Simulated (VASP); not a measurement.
Consider the following.

```
CELL_PARAMETERS angstrom
      3.49264     0.00000     0.00000
     -1.74632     3.02471     0.00000
      0.00000     0.00000    11.23759
ATOMIC_POSITIONS crystal
  Lu 0.01781 0.00441 0.99816
  Lu 0.00877 0.00561 0.49954
  Lu 0.32055 0.66643 0.25087
  Lu 0.65287 0.32356 0.75144
```

The numbers are results of PBEsol GGA, VASP's PBE PAW potentials (set 64) (plane waves; VASP), not measurements. Settings: 300 eV cut-off, 8×8×2 Γ-centred mesh, Fermi-Dirac smearing of 0.10 eV, potentials Lu_3.

At this cut-off the stress carries a Pulay error, which pulls relaxed volumes low. Energy and stress use the plane-wave basis of the starting cell.

Q: The ions, cell shape and volume at an external pressure of 2.0 GPa are relaxed. Give the cell that the relaxation ends in.

A: 
```
CELL_PARAMETERS angstrom
      3.36663    -0.00050    -0.00026
     -1.68375     2.91413     0.00004
     -0.00082    -0.00030    10.83950
ATOMIC_POSITIONS crystal
  Lu 0.00099 0.99966 0.00000
  Lu 0.99818 0.00006 0.49991
  Lu 0.33368 0.66803 0.25007
  Lu 0.66715 0.33225 0.75003
```
Space group P6_3/mmc (194), at a tolerance of 0.03 Å.

Q: How do energy and volume change from the first to the last step?

A: The energy (σ→0) changes by -21.4 meV/atom and the volume by -10.4 %, in 16 ionic steps.

| step | E(σ→0) (eV) | max force (eV/Å) | pressure (GPa) | volume (Å³) |
|---|---|---|---|---|
| 1 | -19.3277 | 0.167 | -2.90 | 118.72 |
| 2 | -19.3664 | 0.169 | 3.33 | 103.80 |
| 3 | -19.4015 | 0.170 | 2.05 | 106.21 |
| 4 | -19.4040 | 0.170 | 1.94 | 106.45 |
| 5 | -19.4074 | 0.130 | 1.93 | 106.44 |
| 6 | -19.4113 | 0.083 | 1.93 | 106.39 |
| 7 | -19.4113 | 0.080 | 1.93 | 106.40 |
| 8 | -19.4100 | 0.059 | 2.06 | 106.14 |
| 9 | -19.4075 | 0.042 | 2.20 | 105.88 |
| 10 | -19.4155 | 0.018 | 1.85 | 106.59 |
| 11 | -19.4133 | 0.018 | 1.93 | 106.37 |
| 12 | -19.4130 | 0.020 | 1.94 | 106.35 |
| 13 | -19.4122 | 0.015 | 2.02 | 106.23 |
| 14 | -19.4122 | 0.014 | 2.03 | 106.23 |
| 15 | -19.4132 | 0.011 | 1.99 | 106.32 |
| 16 | -19.4134 | 0.010 | 1.99 | 106.34 |

The structure was generated: Lu was put into an ordered model structure, which need not be its known phase. In the starting cell atoms are displaced from their ideal sites. This run relaxes it under an external pressure of 2 GPa. The run is one of a series of settings (EDIFFG = -0.01, IBRION = 2, ISIF = 3, NSW = 50, PSTRESS = 20 against the base run), some of them coarse on purpose. VASP warned that the highest band is occupied, so more bands are needed.
